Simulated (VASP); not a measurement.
Output of a VASP run:

### OSZICAR
```
       N       E                     dE             d eps       ncg     rms          rms(c)
DAV:   1     0.381615990256E+03    0.38162E+03   -0.21148E+04  1750   0.176E+03
DAV:   2     0.159828924025E+02   -0.36563E+03   -0.35845E+03  1862   0.432E+02
DAV:   3    -0.173772575383E+02   -0.33360E+02   -0.31702E+02  2818   0.106E+02
DAV:   4    -0.184355539689E+02   -0.10583E+01   -0.10530E+01  2058   0.204E+01
DAV:   5    -0.184748859338E+02   -0.39332E-01   -0.39307E-01  2702   0.383E+00    0.146E+01
DAV:   6    -0.189616201694E+02   -0.48673E+00   -0.48603E+01  2699   0.344E+01    0.244E+01
DAV:   7    -0.159263123885E+02    0.30353E+01   -0.61127E+01  2731   0.449E+01    0.732E+00
DAV:   8    -0.154799145919E+02    0.44640E+00   -0.23038E+00  2443   0.779E+00    0.437E+00
DAV:   9    -0.152356987639E+02    0.24422E+00   -0.19298E+00  2712   0.679E+00    0.122E+00
DAV:  10    -0.152386953608E+02   -0.29966E-02   -0.38319E-02  2340   0.137E+00    0.869E-01
DAV:  11    -0.152331637421E+02    0.55316E-02   -0.43428E-02  2660   0.108E+00    0.748E-02
DAV:  12    -0.152333526295E+02   -0.18889E-03   -0.15865E-03  2494   0.261E-01    0.113E-01
DAV:  13    -0.152332133919E+02    0.13924E-03   -0.10432E-03  2795   0.168E-01    0.214E-02
DAV:  14    -0.152332132758E+02    0.11615E-06   -0.51932E-05  2449   0.549E-02    0.430E-03
DAV:  15    -0.152332144543E+02   -0.11786E-05   -0.17281E-06  2288   0.104E-02    0.133E-03
DAV:  16    -0.152332146988E+02   -0.24452E-06   -0.22320E-07  1787   0.377E-03    0.516E-04
DAV:  17    -0.152332146522E+02    0.46603E-07   -0.27128E-08  1110   0.162E-03
   1 F= -.15233215E+02 E0= -.15233912E+02  d E =0.209087E-02
```

**OUTCAR**
```
------------------------ aborting loop because EDIFF is reached ----------------------------------------
  FORCE on cell =-STRESS in cart. coord.  units (eV):
  Direction    XX          YY          ZZ          XY          YZ          ZX
  --------------------------------------------------------------------------------------
  Total       -3.9900440     -3.9900440     -3.9900440     -0.0000000     -0.0000000     -0.0000000
  in kB      -89.9137407    -89.9137407    -89.9137407     -0.0000000     -0.0000000     -0.0000000
  external PRESSURE =     -89.9137407 kB  Pullay stress =       0.0000000 kB
  volume of cell :       71.10
      direct lattice vectors                 reciprocal lattice vectors
     4.142737356  0.000000000  0.000000000     0.241386290  0.000000000  0.000000000
     0.000000000  4.142737356  0.000000000     0.000000000  0.241386290  0.000000000
     0.000000000  0.000000000  4.142737356     0.000000000  0.000000000  0.241386290
 POSITION                                       TOTAL-FORCE (eV/Angst)
 -----------------------------------------------------------------------------------
      0.00000      0.00000      0.00000         0.000000      0.000000      0.000000
      0.00000      2.07137      2.07137         0.000000      0.000000      0.000000
      2.07137      0.00000      2.07137         0.000000      0.000000      0.000000
      2.07137      2.07137      0.00000         0.000000      0.000000      0.000000
 -----------------------------------------------------------------------------------
    total drift:                                0.000000     -0.000000     -0.000000
  FREE ENERGIE OF THE ION-ELECTRON SYSTEM (eV)
  ---------------------------------------------------
  free  energy   TOTEN  =       -15.2332146522 eV

  energy  without entropy=      -15.2353055253  energy(sigma->0) =      -15.23391161
```
(Selected blocks of OUTCAR.)

### POSCAR
```
Pt3Ti
1
    4.1427373556     0.0000000000     0.0000000000
    0.0000000000     4.1427373556     0.0000000000
    0.0000000000     0.0000000000     4.1427373556
Ti Pt
1 3
Direct
  0.0000000000   0.0000000000   0.0000000000
  0.0000000000   0.5000000000   0.5000000000
  0.5000000000   0.0000000000   0.5000000000
  0.5000000000   0.5000000000   0.0000000000
```

Reconstruct the remaining input files.

One answer among several that fit: the input of the run itself, vdW-DF2, plane waves, VASP's PBE PAW potentials (set 64).

KPOINTS:
```
Regular mesh
0
Gamma
8 8 8
```

INCAR:
```
SYSTEM=Pt3Ti
PREC=Accurate; ENCUT=520; LREAL=F
LASPH=T
EDIFF=1E-7; NELM=100; ALGO=Normal
LMAXMIX=6
ISMEAR=1; SIGMA=0.1
GGA=ML; LUSE_VDW=T; AGGAC=0.0
ZAB_VDW=-1.8867
ISIF=2
LWAVE=F; LCHARG=F
```

POTCAR, in this order: Ti_sv Pt (PBE.64 set). Program: vasp_std.

The compound is Pt3Ti in the L1_2 structure. This cell is one point of a volume scan, at 1.06 of the reference volume.
